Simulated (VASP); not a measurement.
Consider the following.

```xyz
4
Lattice="1.2511 -2.1669 0.0000 1.2511 2.1669 0.0000 0.0000 0.0000 6.7168" Properties=species:S:1:pos:R:3 pbc="T T T"
B      1.2511     0.7223     1.6792
B      1.2511    -0.7223     5.0376
N      1.2511    -0.7223     1.6792
N      1.2511     0.7223     5.0626
```

Calculation: r2SCAN meta-GGA, VASP's PBE PAW potentials (set 64) (plane waves; VASP). Settings: 600 eV cut-off, 10×10×4 Γ-centred mesh, Gaussian smearing of 0.050 eV, potentials B N.

Question: Which forces act on the atoms, in eV/Å?

Answer: 
```tsv
atom	Fx	Fy	Fz
B1	0.000	0.000	-0.022
B2	0.000	0.000	0.354
N3	0.000	0.000	0.030
N4	0.000	0.000	-0.362
```

Question: Give the stress tensor in GPa (positive for a compressed cell).

Answer: 
```
0.19  0.00  0.00
0.00  0.19  0.00
0.00  0.00  0.42
```
The pressure is its mean diagonal, 0.27 GPa.

The compound is BN in the hex structure. This cell was strained or had an atom moved on purpose.
